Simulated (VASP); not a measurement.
# Mn2C (I4_1/amd) in VASP: relaxation of cell and atoms with PBE

Aim: the relaxation of cell and atoms of Mn2C with PBE.

All numbers are computed with VASP 6.6.1; they aren't measurements. Logs are shortened: lines on timing, memory, paths and dates and some standing lists are left out, and cuts for length are marked.

### Step 1. The structure

It takes space group I4_1/amd (No. 141, tetragonal). The conventional cell has a = 4.190 Å, b = 4.190 Å, c = 8.400 Å, α = 90.00°, β = 90.00°, γ = 90.00°. Mn (site symmetry 2mm) is surrounded by 3 C at 2.02 to 2.10 Å. Around C (site symmetry -4m2) lie 6 Mn at 2.02 to 2.10 Å.

The cell was built by a generator and needn't be a form met in nature.

### Step 2. Relaxation of cell and atoms, PBE, collinear spin, ferromagnetic start

The input, INCAR:

```
SYSTEM = Mn2C
  PREC = Normal
  ENCUT = 520
  EDIFF = 1E-4
  ISMEAR = 0
  SIGMA = 0.15
  LREAL = .False.
  LASPH = .True.
  NELM = 60
  ALGO = Fast
  ISIF = 3
  LWAVE = .False.
  LCHARG = .False.
  ISPIN = 2
  MAGMOM = 4 4 4 4 0 0
  LORBIT = 11
  LMAXMIX = 4
  GGA = PE
  IBRION = 2
  NSW = 24
  EDIFFG = -0.08
  KPAR = 4
```

The input, KPOINTS:

```
regular mesh
0
Gamma
  6 6 6
  0 0 0
```

The input, POSCAR:

```
Mn2C
1.0
   -2.0950000000      2.0950000000      4.2000000000
    2.0950000000     -2.0950000000      4.2000000000
    2.0950000000      2.0950000000     -4.2000000000
Mn C
4 2
Direct
    0.9900000000      0.4900000000      0.5000000000
    0.5100000000      0.0100000000      0.5000000000
    0.2400000000      0.2400000000      0.0000000000
    0.7600000000      0.7600000000      0.0000000000
    0.7500000000      0.2500000000      0.5000000000
    0.0000000000      0.0000000000      0.0000000000
```

Potentials or basis: VASP PAW PBE potentials, release 64 (Mn_pv, C).

The run is started by

```
cat potpaw_PBE.64/Mn_pv/POTCAR potpaw_PBE.64/C/POTCAR > POTCAR
mpirun -np 4 vasp_std > vasp.out
```

OUTCAR:

```text
SYSTEM = Mn2C
   PREC = Normal
   ENCUT = 520
   EDIFF = 1E-4
   ISMEAR = 0
   LREAL = .False.
   LASPH = .True.
   NELM = 60
   ISIF = 3
   ISPIN = 2
   LORBIT = 11
   GGA = PE
   IBRION = 2
   NSW = 24
   EDIFFG = -0.08

 ion  position               nearest neighbor table
   1  0.990  0.490  0.500-   5 2.02   6 2.10   6 2.10   4 2.85   4 2.85   3 2.97   3 2.97   3 2.97
                             3 2.97   2 2.97   2 2.97   2 2.97   2 2.97   4 3.09   4 3.09
   2  0.510  0.010  0.500-   5 2.02   6 2.10   6 2.10   3 2.85   3 2.85   4 2.97   4 2.97   4 2.97
                             4 2.97   1 2.97   1 2.97   1 2.97   1 2.97   3 3.09   3 3.09
   3  0.240  0.240  0.000-   6 2.02   5 2.10   5 2.10   2 2.85   2 2.85   1 2.97   1 2.97   1 2.97
                             1 2.97   4 2.97   4 2.97   4 2.97   4 2.97   2 3.09   2 3.09
   4  0.760  0.760  0.000-   6 2.02   5 2.10   5 2.10   1 2.85   1 2.85   2 2.97   2 2.97   2 2.97
                             2 2.97   3 2.97   3 2.97   3 2.97   3 2.97   1 3.09   1 3.09
   5  0.750  0.250  0.500-   1 2.02   2 2.02   4 2.10   3 2.10   4 2.10   3 2.10
   6  0.000  0.000  0.000-   3 2.02   4 2.02   2 2.10   1 2.10   2 2.10   1 2.10

  LATTYP: Found a body centered tetragonal cell.
 ALAT       =     4.1900000000
 C/A-ratio  =     2.0047732697

  Lattice vectors:

 A1 = (  -2.0950000000,   2.0950000000,   4.2000000000)
 A2 = (   2.0950000000,  -2.0950000000,   4.2000000000)
 A3 = (   2.0950000000,   2.0950000000,  -4.2000000000)

Analysis of symmetry for initial positions (statically):
=====================================================================
 Subroutine PRICEL returns:
 Original cell was already a primitive cell.

 Routine SETGRP: Setting up the symmetry group for a
 body centered tetragonal supercell.

 Subroutine GETGRP returns: Found 16 space group operations
 (whereof  8 operations were pure point group operations)
 out of a pool of 16 trial point group operations.

The static configuration has the point symmetry D_2d.
 The point group associated with its full space group is D_4h.

Analysis of symmetry for dynamics (positions and initial velocities):
=====================================================================
 Subroutine PRICEL returns:
 Original cell was already a primitive cell.

 Routine SETGRP: Setting up the symmetry group for a
 body centered tetragonal supercell.

 Subroutine GETGRP returns: Found 16 space group operations
 (whereof  8 operations were pure point group operations)
 out of a pool of 16 trial point group operations.

The dynamic configuration has the point symmetry D_2d.
 The point group associated with its full space group is D_4h.

Analysis of structural, dynamic, and magnetic symmetry:
=====================================================================
 Subroutine PRICEL returns:
 Original cell was already a primitive cell.

 Routine SETGRP: Setting up the symmetry group for a
 body centered tetragonal supercell.

 Subroutine GETGRP returns: Found 16 space group operations
 (whereof  8 operations were pure point group operations)
 out of a pool of 16 trial point group operations.

The overall configuration has the point symmetry D_2d.
 The point group associated with its full space group is D_4h.

 Subroutine INISYM returns: Found 16 space group operations
 (whereof  8 operations are pure point group operations),
 and found     1 'primitive' translations

----------------------------------------------------------------------------------------

                                     Primitive cell

  volume of cell :      73.7356

  direct lattice vectors                    reciprocal lattice vectors
    -2.095000000  2.095000000  4.200000000     0.000000000  0.238663484  0.119047619
     2.095000000 -2.095000000  4.200000000     0.238663484  0.000000000  0.119047619
     2.095000000  2.095000000 -4.200000000     0.238663484  0.238663484  0.000000000

  length of vectors
     5.139849220  5.139849220  5.139849220     0.266706945  0.266706945  0.337521137

  position of ions in fractional coordinates (direct lattice)
     0.990000000  0.490000000  0.500000000
     0.510000000  0.010000000  0.500000000
     0.240000000  0.240000000  0.000000000
     0.760000000  0.760000000  0.000000000
     0.750000000  0.250000000  0.500000000
     0.000000000  0.000000000  0.000000000

  ion indices of the primitive-cell ions
[... 70 lines left out ...]
   PREC   = normal    normal or accurate (medium, high low for compatibility)
   ISTART =      0    job   : 0-new  1-cont  2-samecut
   ICHARG =      2    charge: 1-file 2-atom 10-const
   ISPIN  =      2    spin polarized calculation?
   LNONCOLLINEAR =      F non collinear calculations
   LSORBIT =      F    spin-orbit coupling
   LASPH  =      T    aspherical Exc in radial PAW
   ENCUT  =  520.0 eV  38.22 Ry    6.18 a.u.   9.56  9.56  9.56*2*pi/ulx,y,z
   NELM   =     60;   NELMIN=  2; NELMDL= -5     # of ELM steps
   EDIFF  = 0.1E-03   stopping-criterion for ELM
   LREAL  =      F    real-space projection
   EDIFFG = -.8E-01   stopping-criterion for IOM
   NSW    =     24    number of steps for IOM
   IBRION =      2    ionic relax: 0-MD 1-quasi-New 2-CG
   NFREE  =      1    steps in history (QN), initial steepest desc. (CG)
   ISIF   =      3    stress and relaxation
   ISYM   =      2    0-nonsym 1-usesym 2-fastsym
   POTIM  = 0.5000    time-step for ionic-motion
   TEBEG  =    0.0;   TEEND  =   0.0 temperature during run
   PSTRESS=    0.0 pullay stress
   NELECT =      60.0000    total number of electrons
   NUPDOWN=      -1.0000    fix difference up-down
   EMIN   =  10.00;   EMAX   =-10.00  energy-range for DOS
   EFERMI =   0.00;   METHOD = LEGACY
   ISMEAR =     0;   SIGMA  =   0.15  broadening in eV -4-tet -1-fermi 0-gaus
   EFERMI_NEDOS =   21; number of points for ismear=-14 and -15
   IALGO  =     68    algorithm
   IMIX   =      4    mixing-type and parameters
     AMIX     =   0.40;   BMIX     =  1.00
     AMIX_MAG =   1.60;   BMIX_MAG =  1.00
  volume/ion in A,a.u.               =      12.29        82.93
  Fermi-wavevector in a.u.,A,eV,Ry     =   1.528385  2.888229 31.782680  2.335961
  Thomas-Fermi vector in A             =   2.636151
   LORBIT       =     11    0 simple, 1 ext, 2 COOP (PROOUT), +10 PAW based schemes
   GGA     = PE    functional components
   LHFCALC =     F    Hartree Fock is set to
   AEXX    =    0.0000 exact exchange contribution
   IVDW    =     0    specifies the selected vdW correction
   LEPSILON=     F    determine dielectric tensor
   LRPA    =     F    only Hartree local field effects (RPA)
 conjugate gradient relaxation of ions
 spin polarized calculation
 RMM-DIIS sequential band-by-band and
 Gauss-broadening in eV      SIGMA  =   0.15
  energy-cutoff  :      520.00
  volume of cell :       73.74
 maximum number of plane-waves:      1999
   NGX = 19   NGY = 19   NGZ = 19

--------------------------------------- Ionic step        1  -------------------------------------------

 number of electron      59.9999912 magnetization      10.7756825

 Free energy of the ion-electron system (eV)
  ---------------------------------------------------
  ext. energy  EPLUGINS =         0.00000000
  ---------------------------------------------------
  free energy    TOTEN  =       -53.08272958 eV

  energy without entropy =      -53.04223508  energy(sigma->0) =      -53.06248233

------------------------ aborting loop because EDIFF is reached ----------------------------------------

  FORCE on cell =-STRESS in cart. coord.  units (eV):
  Direction    XX          YY          ZZ          XY          YZ          ZX
  --------------------------------------------------------------------------------------
  -------------------------------------------------------------------------------------
  Total       -9.9288738     -9.9288738     -7.7360218      0.0000000     -0.0000000      0.0000000
  in kB     -215.7412727   -215.7412727   -168.0935045      0.0000000     -0.0000000      0.0000000
  external PRESSURE =    -199.8586833 kB  Pullay stress =       0.0000000 kB
[... 311 lines left out ...]
--------------------------------------- Ionic step        9  -------------------------------------------

 number of electron      60.0000049 magnetization      -0.2857076

 Free energy of the ion-electron system (eV)
  ---------------------------------------------------
  ext. energy  EPLUGINS =         0.00000000
  ---------------------------------------------------
  free energy    TOTEN  =       -53.74917707 eV

  energy without entropy =      -53.66823628  energy(sigma->0) =      -53.70870667

 E-fermi :   9.8767     XC(G=0): -13.5158

 val. band max:        9.8518067290   @ k =  -0.1667   0.3333   0.1667
 cond. band min:       9.8769718408   @ k =   0.5000   0.3333  -0.0000
 fundamental gap:      0.0251651118
 Fermi energy:         9.8767028109

 spin component 1

 k-point     1 :       0.0000    0.0000    0.0000
  band No.  band energies     occupation
      1     -38.6555      1.00000
      2     -38.6299      1.00000
      3     -38.6299      1.00000
      4     -38.5456      1.00000
      5     -38.5456      1.00000
      6     -38.4712      1.00000
[... 1069 lines left out ...]
     41      15.7006      0.00000
     42      16.6924      0.00000

 [... further k-points ...]

 spin component 2

 k-point     1 :       0.0000    0.0000    0.0000
  band No.  band energies     occupation
      1     -38.7405      1.00000
      2     -38.7061      1.00000
      3     -38.7061      1.00000
      4     -38.6226      1.00000
      5     -38.6226      1.00000
      6     -38.5569      1.00000
[... 1069 lines left out ...]
     41      15.6676      0.00000
     42      16.6673      0.00000

 [... further k-points ...]

 [bands above 42 left out]

------------------------ aborting loop because EDIFF is reached ----------------------------------------

  FORCE on cell =-STRESS in cart. coord.  units (eV):
  Direction    XX          YY          ZZ          XY          YZ          ZX
  --------------------------------------------------------------------------------------
  -------------------------------------------------------------------------------------
  Total       -0.2144470     -0.2144470      0.1757151      0.0000000      0.0000000      0.0000000
  in kB       -6.0230545     -6.0230545      4.9352110      0.0000000      0.0000000      0.0000000
  external PRESSURE =      -2.3702994 kB  Pullay stress =       0.0000000 kB
[... 21 lines left out ...]
  FREE ENERGIE OF THE ION-ELECTRON SYSTEM (eV)
  ---------------------------------------------------
  free  energy   TOTEN  =       -53.7491770673 eV

  energy  without entropy=      -53.6682362819  energy(sigma->0) =      -53.70870667

 reached required accuracy - stopping structural energy minimisation

 total charge

# of ion       s       p       d       tot
------------------------------------------
    1        0.352   6.421   5.263  12.037
    2        0.352   6.421   5.263  12.037
    3        0.352   6.421   5.263  12.037
    4        0.352   6.421   5.263  12.037
    5        0.908   1.597   0.000   2.505
    6        0.908   1.597   0.000   2.505
--------------------------------------------------
tot          3.224  28.879  21.053  53.156

 magnetization (x)

# of ion       s       p       d       tot
------------------------------------------
    1        0.000   0.000  -0.075  -0.074
    2        0.000   0.000  -0.075  -0.074
    3        0.000   0.000  -0.075  -0.074
    4        0.000   0.000  -0.075  -0.074
    5        0.001   0.005   0.000   0.006
    6        0.001   0.005   0.000   0.006
--------------------------------------------------
tot          0.002   0.012  -0.299  -0.285
```

Wall time 6.8 min (4 MPI ranks of Intel Xeon Platinum 8259CL at 2.50GHz (Skylake/Cascade Lake), shared host); peak memory 0.28 GiB.

Results:

- Free energy: -53.7492 eV
- Relaxed volume: 9.51 Å³/atom
- Relaxed cell: a = 4.690 Å, b = 4.690 Å, c = 4.690 Å, α = 131.26°, β = 131.26°, γ = 71.40°
- Space group after relaxing (to 0.05 Å): I4_1/amd (No. 141)
- Energy gained by relaxing: 111.1 meV/atom
- Ionic steps: 9
- Pressure after relaxing: -0.2 GPa
- Largest force after relaxing: 0.028 eV/Å
- Band gap on the k mesh: none (metal or under the smearing width)
- Net moment: -0.29 μB per cell
- Site moments: Mn -0.07; C +0.01 μB
- Valence electrons inside the program's atomic spheres: Mn 12.04; C 2.50

Forces in eV/Å, atoms in the order of the input:
```
Mn   0.000  0.000  0.028
Mn   0.000  0.000 -0.028
Mn   0.000  0.000  0.028
Mn   0.000  0.000 -0.028
C    0.000  0.000  0.000
C    0.000  0.000  0.000
```

Step by step:
```
step  energy change (eV)  largest force (eV/Å)  pressure (GPa)  volume (Å³)
   1              0.0000                0.9332          -19.99        73.74
   2             -0.6007                0.4875            2.15        58.55
   3             -0.3420                0.3167          -18.02        62.85
   4             -0.5979                0.3685           -3.92        59.13
   5             -0.6008                0.4379           -2.47        58.84
   6             -0.6289                0.1187            0.09        57.96
   7             -0.6302                0.0386            0.84        57.70
   8             -0.6535                0.0258            0.50        57.45
   9             -0.6664                0.0281           -0.24        57.04
```

Final structure:
```yaml
crystal:
  lattice:
    - [-1.93510, 1.93510, 3.80845]
    - [1.93510, -1.93510, 3.80845]
    - [1.93510, 1.93510, -3.80845]
  atoms:
    - { symbol: Mn, position: [0.99365, 0.49365, 0.50000] }
    - { symbol: Mn, position: [0.50635, 0.00635, 0.50000] }
    - { symbol: Mn, position: [0.24365, 0.24365, 0.00000] }
    - { symbol: Mn, position: [0.75635, 0.75635, 0.00000] }
    - { symbol: C, position: [0.75000, 0.25000, 0.50000] }
    - { symbol: C, position: [0.00000, 0.00000, 0.00000] }
```

Levels at points of the mesh, in eV from the Fermi level:
Spin up:
| k point | band 26 | band 27 | band 28 | band 29 | band 30 | band 31 | band 32 | band 33 | band 34 | band 35 |
| --- | --- | --- | --- | --- | --- | --- | --- | --- | --- | --- |
| (0.00, 0.00, 0.00) | -1.37 | -0.67 | -0.58 | 0.10 | 0.40 | 0.64 | 0.64 | 0.81 | 0.81 | 0.87 |
| (0.50, 0.00, 0.00) | -1.28 | -0.76 | -0.55 | -0.52 | -0.42 | 0.25 | 0.25 | 0.40 | 0.42 | 1.27 |
| (0.50, 0.50, 0.00) | -1.35 | -1.27 | -1.27 | -0.34 | -0.34 | 0.40 | 0.40 | 0.48 | 0.48 | 1.45 |
| (0.50, 0.50, 0.50) | -2.36 | -0.31 | -0.31 | -0.25 | -0.25 | 0.46 | 0.46 | 0.89 | 0.89 | 0.91 |
Spin down:
| k point | band 28 | band 29 | band 30 | band 31 | band 32 | band 33 |
| --- | --- | --- | --- | --- | --- | --- |
| (0.00, 0.00, 0.00) | -0.63 | 0.06 | 0.35 | 0.58 | 0.58 | 0.72 |
| (0.50, 0.00, 0.00) | -0.63 | -0.61 | -0.47 | 0.16 | 0.17 | 0.31 |
| (0.50, 0.50, 0.00) | -1.32 | -0.42 | -0.42 | 0.32 | 0.32 | 0.39 |
| (0.50, 0.50, 0.50) | -0.38 | -0.34 | -0.34 | 0.41 | 0.41 | 0.80 |

Caveat: the volume moved by over 15 % at a fixed basis, so the end points are rough; the moment fell far below its start of 4 μB, so a state of higher moment may lie lower in energy; the relaxation stopped at a loose force limit of 0.08 eV/Å, so its end isn't a converged minimum.
